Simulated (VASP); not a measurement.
Level of theory: PBE GGA with D3 dispersion (Becke-Johnson damping), VASP's PBE PAW potentials (set 64) (plane waves; VASP).

The input files of a VASP run:

KPOINTS:
```
Automatic mesh
0
Gamma
10 10 4
0 0 0
```

File POSCAR:
```
C
1.0
  1.2452900344  -2.1569051076   0.0000000000
  1.2452900344   2.1569051076   0.0000000000
  0.0000000000   0.0000000000   6.7768691913
C
4
Cartesian
  0.0000000000   0.0000000000   1.6942172978
  0.0000000000   0.0000000000   5.0826518935
  1.2452900344   0.7189698071   1.6942172978
  1.2452900344  -0.7189698071   5.0826518935
```

**INCAR**
```
! general
SYSTEM  =  C
PREC    =  Accurate
ENCUT   =  520
LREAL   =  .FALSE.   ! projection in real space or not
LASPH   =  .TRUE.

! electronic loop
EDIFF   =  1E-7
NELM    =  100   ! most electronic steps
ALGO    =  Normal

! smearing
ISMEAR  =  0   ! Gaussian
SIGMA   =  0.05   ! width (eV)

! functional
GGA     =  PE
IVDW    =  12

! ions
IBRION  =  2
NSW     =  30   ! most ionic steps
ISIF    =  4   ! ions and shape, fixed volume
EDIFFG  =  -0.01   ! ionic stop

! output
LWAVE   =  .FALSE.
LCHARG  =  .FALSE.
```

POTCAR, in this order: C (PBE.64 set). Program: vasp_std.

### Question
What will the output report for the number of irreducible k-points (NKPTS), largest plane-wave count, number of space-group operations, FFT grid (NGX, NGY, NGZ)?

### Answer

- number of irreducible k-points (NKPTS) = 42
- largest plane-wave count = 996
- number of space-group operations = 24
- FFT grid (NGX, NGY, NGZ) = 20 × 20 × 50

The compound is C in the graphite structure. This cell is one point of a volume scan, at 1.03 of the reference volume. Symmetry was kept, so distortions that lower it aren't found.
